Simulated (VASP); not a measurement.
Crystal: SnSe2.

```
Sn Se
1.0
     3.81100    0.00000    0.00000
    -1.90550    3.30042    0.00000
     0.00000    0.00000    6.13600
Sn Se
1 2
Direct
  0.00000 0.00000 0.00000
  0.33333 0.66667 0.24900
  0.66667 0.33333 0.75100
```

```yaml
Program: VASP 6.6.1
Task: relaxation of cell and atoms
Functional: r2SCAN
Potentials_or_basis: VASP PAW PBE potentials, release 64 (Sn_d, Se)
Cutoff: 600 eV
k_mesh: 9 × 9 × 5
Occupations: gaussian, width 0.03 eV
Spin: no spin polarisation
```

At the start: pressure 3.7 GPa; volume 25.73 Å³/atom.

**Question.** Where does the relaxation end?

**Answer.** Over 11 steps the energy falls by 17.6 meV/atom and the volume is 27.86 Å³/atom (+8.3 %); space group P-3m1 (No. 164, to 0.05 Å).

The path:
| step | energy change (eV) | largest force (eV/Å) | pressure (GPa) | volume (Å³) |
| --- | --- | --- | --- | --- |
| 1 | 0.0000 | 0.5337 | 3.65 | 77.18 |
| 2 | -0.0069 | 0.5170 | -2.86 | 83.91 |
| 3 | -0.0450 | 0.0460 | -0.05 | 80.56 |
| 4 | -0.0450 | 0.0354 | 0.02 | 80.49 |
| 5 | -0.0464 | 0.0562 | 0.07 | 80.52 |
| 6 | -0.0475 | 0.0988 | 0.16 | 80.57 |
| 7 | -0.0486 | 0.0929 | 0.10 | 80.89 |
| 8 | -0.0511 | 0.0754 | -0.05 | 81.83 |
| 9 | -0.0525 | 0.0421 | -0.27 | 83.71 |
| 10 | -0.0502 | 0.1463 | 0.73 | 83.19 |
| 11 | -0.0528 | 0.0043 | -0.02 | 83.58 |

Final structure:
```yaml
crystal:
  lattice:
    - [3.84252, 0.00000, 0.00000]
    - [-1.92126, 3.32772, 0.00000]
    - [0.00000, 0.00000, 6.53652]
  atoms:
    - { symbol: Sn, position: [0.00000, 0.00000, 0.00000] }
    - { symbol: Se, position: [0.33333, 0.66667, 0.24082] }
    - { symbol: Se, position: [0.66667, 0.33333, 0.75918] }
```

Caveat: the PAW data sets were made with another functional, which shifts forces and pressure a little.
